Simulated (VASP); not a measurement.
## Li2Nb: elastic constants with RPBE+D4+U

Crystal: Li2Nb.

```xyz
3
Lattice="4.1805 0.0000 0.0000 -2.0903 3.6204 0.0000 0.0000 0.0000 2.6729" Properties=species:S:1:pos:R:3 pbc="T T T"
Li    0.0000    2.4136    1.3364
Li    2.0903    1.2068    1.3364
Nb    0.0000    0.0000    1.3364
```

The cell was built by a generator and needn't be a form met in nature.

| Item | Value |
| --- | --- |
| Program | VASP 6.6.1 |
| Task | elastic constants |
| Functional | RPBE |
| Dispersion | D4 |
| Potentials or basis | VASP PAW PBE potentials, release 64 (Li_sv, Nb_sv) |
| Cutoff | 600 eV |
| k mesh | 5 × 5 × 7 |
| Occupations | methfessel-paxton, width 0.2 eV |
| Spin | no spin polarisation |
| Hubbard terms | Nb d U = 1 eV |
| Ions in elastic constants | relaxed |
| Further INCAR settings | ALGO = Normal; EDIFF = 1e-08; IBRION = 6; POTIM = 0.015; NSW = 1; ISIF = 3 |

The relaxed volume is 17.78 Å³/atom and the relaxed cell is a = 5.025 Å, b = 5.025 Å, c = 2.439 Å, α = 90.00°, β = 90.00°, γ = 120.00°. The space group after relaxing (to 0.05 Å) is P6/mmm (No. 191), the voigt bulk modulus is 53 GPa and the highest phonon frequency at Γ, LO-TO splitting left out is 343 cm⁻¹. The most unstable mode is 181i cm⁻¹ and the dispersion energy per atom is -0.156 eV.

Step by step:
```csv
step,energy change (eV),largest force (eV/Å),pressure (GPa),volume (Å³)
1,0.0000,0.0000,17.06,40.45
2,-1.6545,0.0000,3.55,48.77
3,-1.7829,0.0000,2.03,51.97
4,-1.7842,0.0000,2.10,51.75
5,-1.7926,0.0000,-0.66,53.68
6,-1.7952,0.0000,0.21,53.03
7,-1.7958,0.0000,0.04,53.29
8,-1.7959,0.0000,0.00,53.34
```

Final structure:
```
CELL_PARAMETERS angstrom
5.02503 0.00000 0.00000
-2.51251 4.35180 0.00000
0.00000 0.00000 2.43940
ATOMIC_POSITIONS crystal
Li 0.33333 0.66667 0.50000
Li 0.66667 0.33333 0.50000
Nb 0.00000 0.00000 0.50000
```

Phonon frequencies in cm⁻¹ (negative: imaginary):
| q point | frequencies |
| --- | --- |
| (0.000, 0.000, 0.000) | -181 -172 0 0 1 286 286 343 343 |

Elastic tensor in Voigt notation (GPa, in the Cartesian axes of the cell as first typed):
```
 60  48  -5   0   0   0
 48  60  -5   0   0   0
 -5  -5 285   0   0   0
  0   0   0 -18   0   0
  0   0   0   0 -18   0
  0   0   0   0   0   6
```

Eigenvalues of the final occupation matrices:
```csv
site,spin,trace,eigenvalues
site 3 d,1,1.31,0.17 0.17 0.30 0.30 0.37
site 3 d,2,1.31,0.17 0.17 0.30 0.30 0.37
```

Clamped-ion elastic tensor (GPa):
```
 74  35  -5   0   0   0
 35  74  -5   0   0   0
 -5  -5 285   0   0   0
  0   0   0 -18   0   0
  0   0   0   0 -18   0
  0   0   0   0   0  20
```

Run time: 4.6 min on 1 thread of Intel(R) Xeon(R) 6975P-C (Granite Rapids), with other jobs on the host, peak memory 0.23 GiB.

Caveat: the cutoff is under 1.25 times the usual one of these potentials, so pressure, stress and relaxed cells hold a basis-set (Pulay) error; some modes are imaginary; the volume moved by over 15 % at a fixed basis, so the end points are rough; the elastic tensor has a negative eigenvalue, so either the cell is unstable as it stands or the mesh is too thin; the PAW data sets were made with another functional, which shifts forces and pressure a little; the U is typed as a test and isn't derived for this compound.
